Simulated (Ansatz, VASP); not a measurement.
# TaN in two plane-wave programs, part 2 of 2

Wanted: the spread between two codes on one cell, functional and k mesh. The structure shown is the end of the Ansatz relaxation below.

VASP 6.6.1 and Ansatz 0.2.0.

So far. Step 6 (VASP: single point, PBEsol, pair 2): The run ends at a pressure of -3.26 GPa.

## (7) Comparison

What differs besides the data sets and the points named for the pairs above, as far as they apply: the data sets hold 18 valence electrons in Ansatz (on its PAW soft_1 files) and 16 in VASP. Total energies have different zeros and are not compared.

Both answers:

```
      quantity  Ansatz   VASP  difference
pressure (GPa)   -4.01  -3.26       -0.75
```

## (8) Ansatz: relaxation, PBEsol

This run makes the geometry at which the two programs are then compared. The cell compared in this pair holds 20.46 Å³, against 21.49 Å³ for the pair before.

The structure compared here is the end of the Ansatz relaxation.

File input.yaml:

```yaml
crystal:
  lattice:
    - [2.9237827364, 0.0, 0.0]
    - [-1.4618913682, 2.5320701249, 0.0]
    - [0.0, 0.0, 2.8705704665]
  atoms:
    - { symbol: Ta, position: [0.0, 0.0, 0.0] }
    - { symbol: "N", position: [0.6666666667, 0.3333333333, 0.5] }
kpoints:
  mp_grid: { grid: [17, 17, 15] }
scf:
  occupations: { method: fermi_dirac, width: 0.05 }
hamiltonian:
  xc: pbesol
  pseudopotentials: { kind: paw, azcp: { folder: soft_1 }, xc_functional: pbe }
basis:
  ecutwfc: 600
output:
  forces: true
  stress: true
  write_density: true
  write_potential: true
  elf: true
  volumetric_format: npy
relax:
  f_tol: 0.005
  max_steps: 70
  cell: { stress_tol: 0.02, p_target: 15 }
```

Started as:

```bash
$ ansatz run input.yaml --threads 3 --pin off --max-ram 5120MiB --backend cpu --events-out ev --progress --plain --runs-dir out
```

Numbers of over 12 decimals in the logs are rounded to 6 here.

Output:

```text
[...]
Crystal: 2 atoms, lattice volume = 21.251 Å³
Basis set: ecut = 600 eV, 701 PW (Γ), exchange–correlation on 48×48×48 points (8 copies of the dense FFT grid, shifted against one another)
Bands: 13, of which v1, the nominal top of the filled ones, is band 9 counted from 1 (8 counted from 0)
Symmetry: 12 space group operations
[...]
k-points: 264 of 4335 (time reversal used)
[...]
k-point 263: bands = [... 5 lower, 12.5058, 14.3828, 17.1544, 20.7840, 26.0829, 26.5668, 28.3021, 29.1155]
--- Relaxed structure (5 steps of the walk, 5 accepted, 1 SCFs on fresh bases) ---
[...]
cell:  # Å, volume = 20.4559 Å³
    - [2.884442, 0, 0.0]
    - [-1.442221, 2.498000, 0.0]
    - [0.0, 0.0, 2.838990]
  atoms:
    - { symbol: Ta, position: [-3.700743415524894e-17, 0, 0.0] }
    - { symbol: N, position: [0.666667, 0.333333, 0.500000] }
[key lines of the parts left out:]
SCF converged after 8 iterations
Free energy (F): -10188.527694 eV
Fermi energy:    21.117509 eV
P = ⅓ Tr σ = 14.9980 GPa (149.980 kbar)
```

## (9) VASP: single point, PBEsol, pair 3

The same cell, functional, mesh and smearing now go to VASP, with its own data sets.

File INCAR:

```
SYSTEM = TaN
PREC = Accurate
ENCUT = 600
EDIFF = 1E-06
NELM = 120
ISMEAR = -1
SIGMA = 0.05
LREAL = .FALSE.
ALGO = Normal
GGA = PS
NBANDS = 14
LASPH = .TRUE.
LORBIT = 11
LWAVE = .FALSE.
LCHARG = .FALSE.
ISIF = 2
GGA_COMPAT = .FALSE.
KPAR = 2
```

File POSCAR:

```
TaN
1.0
    2.8844424435      0.0000000000      0.0000000000
   -1.4422212217      2.4980004318      0.0000000000
    0.0000000000      0.0000000000      2.8389900035
Ta N
1 1
Direct
    0.0000000000      0.0000000000      0.0000000000
    0.6666666667      0.3333333333      0.5000000000
```

File KPOINTS:

```
Automatic mesh
0
Gamma
17 17 15
0 0 0
```

The projector-augmented-wave data sets are Ta_pv and N (PBE family, release 64).

Started as:

```bash
$ mpirun -np 2 vasp_std
```

Output:

```text
[... set-up lines as in an earlier step ...]
 entering main loop
       N       E                     dE             d eps       ncg     rms          rms(c)
DAV:   1     0.105221615163E+03    0.10522E+03   -0.94484E+03  7392   0.133E+03
DAV:   2    -0.224607131911E+02   -0.12768E+03   -0.12111E+03  8988   0.348E+02
DAV:   3    -0.260475019942E+02   -0.35868E+01   -0.35599E+01  8880   0.577E+01
DAV:   4    -0.260665785538E+02   -0.19077E-01   -0.19074E-01  8544   0.443E+00
[...]
DAV:  10    -0.237660986771E+02    0.74406E-04   -0.56144E-04 10176   0.293E-01    0.138E-01
DAV:  11    -0.237660624205E+02    0.36257E-04   -0.54978E-05  8058   0.800E-02    0.135E-02
DAV:  12    -0.237660622616E+02    0.15891E-06   -0.42251E-06  9894   0.195E-02
   1 F= -.23766062E+02 E0= -.23765780E+02  d E =-.563973E-03
```

Parts of OUTCAR (step 9):

```text
  Total        2.0327077      2.0327077      2.0701007      0.0000000     -0.0000000     -0.0000000
  in kB      159.2088694    159.2088694    162.1376254      0.0000000     -0.0000000     -0.0000000
  external PRESSURE =     160.1851214 kB  Pullay stress =       0.0000000 kB

 POSITION                                       TOTAL-FORCE (eV/Angst)
 -----------------------------------------------------------------------------------
      0.00000      0.00000      0.00000         0.000000      0.000000      0.000000
      1.44222      0.83267      1.41950        -0.000000     -0.000000      0.000000
 -----------------------------------------------------------------------------------
    total drift:                               -0.000000      0.000000      0.000000

  FREE ENERGIE OF THE ION-ELECTRON SYSTEM (eV)
  ---------------------------------------------------
  free  energy   TOTEN  =       -23.7660622616 eV

  energy  without entropy=      -23.7654982890  energy(sigma->0) =      -23.76578028

[... 1 part as in an earlier step ...]

[... 2 further parts left out ...]
[key lines of the parts left out:]
E-fermi :   8.6106
```

The run ends at a pressure of 16.02 GPa.

## (10) Side by side

What differs besides the data sets and the points named for the pairs above, as far as they apply: the data sets hold 18 valence electrons in Ansatz (on its PAW soft_1 files) and 16 in VASP. Total energies have different zeros and are not compared.

Compared:

```
      quantity  Ansatz   VASP  difference
pressure (GPa)   15.00  16.02       -1.02
```

## (11) What the set-up changes

Further runs change the set-up of one program: Ansatz's method, potentials or start, or VASP's data sets, cutoff or form of LDA. The table gives that difference for each run.

```
                                   run  pressure (GPa)
                              as above            -1.0
VASP with the data sets Ta_sv_GW and N           -0.26
```

## (12) Results

| Property | Result |
| --- | --- |
| difference in pressure (single point, PBEsol, pair 1) | -0.88 GPa |
| difference in pressure (single point, PBEsol, pair 2) | -0.75 GPa |
| difference in pressure (single point, PBEsol, pair 3) | -1.0 GPa |

In words: The difference in pressure is -1.0 GPa (single point, PBEsol, pair 3), at about the 1 GPa picked in this series as the mark of a large difference. The data sets hold unlike numbers of valence electrons (18 in Ansatz and 16 in VASP), so part of the differences comes from the potentials. Single point, PBEsol, pair 3, VASP with the data sets Ta_sv_GW and N: the difference in pressure goes from -1.0 to -0.26 GPa. 3 further runs of this series are not shown here. How closely two codes agree says nothing of how well the functional describes the real material.

[Lines on the potential files, build, host, timing and source positions are cut from VASP's logs without a mark.]

[Logs are printed without paths, hosts, clocks, repeated set-up lines and the standing remarks that a program may print on its own settings, such as how far it seeks lower states.]

[Hosts, paths, dates, database ids (printed as entryN), source tags and the programs' standing remarks are cut or masked in the printed files.]
